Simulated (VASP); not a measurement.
Shape and ions are relaxed at each volume.

Energy against volume of MgH$_{2}$ (rutile). Method: optB88-vdW, VASP's PBE PAW potentials (set 64) (plane waves; VASP 6.6.1).

```csv
V (Å³/atom),E (eV/atom)
9.442,-2.54924
9.744,-2.55440
10.045,-2.55620
10.346,-2.55510
10.648,-2.55146
```

**Question.** Fit a third-order Birch-Murnaghan equation of state.

**Answer.** 
```json
{
  "volume_per_atom": "10.07 Å³/atom",
  "bulk_modulus": "50.9 GPa",
  "pressure_derivative_of_the_bulk_modulus": "3.71"
}
```

The compound is MgH2 in the rutile structure. It was relaxed first.
